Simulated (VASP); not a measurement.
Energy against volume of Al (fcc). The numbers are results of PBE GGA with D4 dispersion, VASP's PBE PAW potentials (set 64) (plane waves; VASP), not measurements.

```
V (Å³/atom)  E (eV/atom)
-----------  -----------
14.829          -4.08311
15.303          -4.09744
15.776          -4.10260
16.249          -4.09977
16.722          -4.09019
```

Problem. Fit a third-order Birch-Murnaghan equation of state.

Solution. 
| Property | Result |
|---|---|
| volume per atom | 15.83 Å³/atom |
| bulk modulus | 87.8 GPa |
| pressure derivative of the bulk modulus | 4.06 |
| lattice constant a | 3.986 Å |

Measured: bulk modulus 80.8 GPa at 0 K (computed value off by +8.7 %), as given by H. Levämäki et al., Physical Review B (2014), arXiv:1402.3671 [corrected for temperature and zero-point phonon effects]; a 4.018 Å at 0 K (computed value off by -0.8 %), as given by Daniel Mejia-Rodriguez et al., Physical Review B (2018), arXiv:1807.09216 [static lattice: zero-point anharmonic expansion removed].

The compound is Al in the fcc structure. It was relaxed first.
